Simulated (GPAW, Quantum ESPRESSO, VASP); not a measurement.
**Tl3Cu: programs and potentials compared**

```xyz
4
Lattice="4.7170 0.0000 0.0000 0.0000 4.7170 0.0000 0.0000 0.0000 4.7170" Properties=species:S:1:pos:R:3 pbc="T T T"
Tl    2.3585    2.3585    0.0000
Tl    2.3585    0.0000    2.3585
Tl    0.0000    2.3585    2.3585
Cu    0.0000    0.0000    0.0000
```

The cell comes from a database or a generator and needn't be the stable form of this composition.

Alike in all runs: task single point; functional PBE; k mesh 6 × 6 × 6; occupations fermi-dirac, width 0.05 eV; no spin polarisation; no spin-orbit coupling. Pressure is positive in compression and, in plane waves, holds the error of the finite cutoff.

```csv
program and potentials,plane-wave cutoff (eV),notes,band gap (eV),pressure (GPa)
"Quantum ESPRESSO, SSSP 1.3 efficiency PBE",748,-,no gap,-0.37
"GPAW, GPAW PAW data sets (gpaw-data 1.2.1)",600,this data set often lies off other programs,no gap,-0.30
"VASP, PBE PAW files Cu, Tl_d, 520 eV",520,-,no gap,0.01
```

None finds a gap. The pressure spans -0.37 (Quantum ESPRESSO, SSSP 1.3 efficiency PBE) to 0.01 GPa (VASP, PBE PAW files Cu, Tl_d, 520 eV).

Differences between rows come from potentials, basis sets and numerical settings, since the functional is the same but for its coding. Runs on potential files found faulty are left out.
